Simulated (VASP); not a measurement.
AlIn3N2: relaxation of cell and atoms with PBE

The system is AlIn3N2.

```
CELL_PARAMETERS angstrom
4.22603 0.00000 0.00000
-2.11301 3.65985 0.00000
0.00000 0.00000 8.30070
ATOMIC_POSITIONS crystal
Al 0.00000 0.00000 0.50000
In 0.33333 0.66667 0.50000
In 0.66667 0.33333 0.50000
In 0.00000 0.00000 0.00000
N 0.00000 0.00000 0.72393
N 0.00000 0.00000 0.27607
```

The cell was built by a generator and needn't be a form met in nature.

```json
{
 "Program": "VASP 6.6.1",
 "Task": "relaxation of cell and atoms",
 "Functional": "PBE",
 "Potentials or basis": "VASP PAW PBE potentials, release 64 (Al, In_d, N)",
 "Cutoff": "520 eV",
 "k mesh": "4 × 4 × 2",
 "Occupations": "gaussian, width 0.15 eV",
 "Spin": "no spin polarisation",
 "Further INCAR settings": "PREC = Normal; ALGO = Fast; EDIFF = 0.0001; IBRION = 2; EDIFFG = -0.08; NSW = 24; ISIF = 3"
}
```

| Quantity | Value |
| --- | --- |
| Relaxed volume | 28.80 Å³/atom |
| Relaxed cell | a = 5.190 Å, b = 5.190 Å, c = 7.408 Å, α = 90.00°, β = 90.00°, γ = 120.00° |
| Space group after relaxing (to 0.05 Å) | P6/mmm (No. 191) |
| Energy gained by relaxing | 1005.3 meV/atom |
| Ionic steps | 17 |
| Pressure after relaxing | -0.1 GPa |
| Largest force after relaxing | 0.047 eV/Å |
| Band gap on the k mesh | none (metal or under the smearing width) |

Forces on the atoms (eV/Å):
```
Al   0.000  0.000  0.000
In   0.000  0.000  0.000
In   0.000  0.000  0.000
In   0.000  0.000  0.000
N    0.000  0.000  0.047
N    0.000  0.000 -0.047
```

Stress tensor (GPa, compression positive):
```
-0.02  0.00  0.00
 0.00 -0.02  0.00
 0.00  0.00 -0.24
```

The path:
```
step  energy change (eV)  largest force (eV/Å)  pressure (GPa)  volume (Å³)
   1              0.0000                0.2091           21.50       128.38
   2             -5.6561                2.9025           -1.15       183.42
   3             -5.6433                2.4632           -0.38       175.69
   4             -5.6703                2.6706           -0.68       179.57
   5             -5.9789                0.8431           -1.50       179.15
   6             -5.9929                0.1465           -1.77       179.22
   7             -5.9899                0.5639            1.77       171.10
   8             -6.0257                0.2861           -1.97       174.93
   9             -6.0208                0.3593            0.28       173.76
  10             -6.0230                0.3304           -0.07       174.24
  11             -6.0241                0.3064           -0.22       174.67
  12             -6.0243                0.2971           -0.34       174.80
  13             -6.0302                0.2003            0.08       172.77
  14             -6.0305                0.1069           -0.07       173.15
  15             -6.0305                0.1314            0.03       173.04
  16             -6.0314                0.0077           -0.22       172.74
  17             -6.0317                0.0466           -0.10       172.82
```

Final structure:
```
Al In N
1.0
     5.19033    0.00000    0.00000
    -2.59516    4.49496    0.00000
     0.00000    0.00000    7.40756
Al In N
1 3 2
Direct
  0.00000 0.00000 0.50000
  0.33333 0.66667 0.50000
  0.66667 0.33333 0.50000
  0.00000 0.00000 0.00000
  0.00000 0.00000 0.73886
  0.00000 0.00000 0.26114
```

Levels at points of the mesh, in eV from the Fermi level:
| k point | band 22 | band 23 | band 24 | band 25 | band 26 | band 27 | band 28 | band 29 | band 30 | band 31 |
| --- | --- | --- | --- | --- | --- | --- | --- | --- | --- | --- |
| (0.00, 0.00, 0.00) | -2.83 | -1.51 | -1.51 | -0.59 | -0.17 | -0.17 | -0.01 | 0.74 | 1.69 | 1.69 |
| (0.50, 0.00, 0.00) | -3.56 | -2.18 | -1.82 | -1.57 | -0.23 | -0.15 | 1.56 | 2.16 | 2.24 | 2.70 |
| (0.00, 0.00, 0.50) | -2.41 | -2.18 | -2.17 | -0.59 | -0.55 | -0.17 | -0.17 | 2.21 | 2.48 | 2.48 |
| (0.50, 0.00, 0.50) | -3.32 | -2.92 | -2.27 | -0.93 | 0.41 | 0.83 | 1.41 | 1.76 | 2.25 | 2.88 |

Wall time 2.1 min on 1 thread of Intel(R) Xeon(R) Platinum 8488C (Sapphire Rapids), with other jobs on the host, peak memory 0.19 GiB.

Caveat: the k mesh is coarse (spacing up to 0.43 Å⁻¹), so the values aren't converged; the volume moved by over 15 % at a fixed basis, so the end points are rough; the relaxation stopped at a loose force limit of 0.08 eV/Å, so its end isn't a converged minimum.
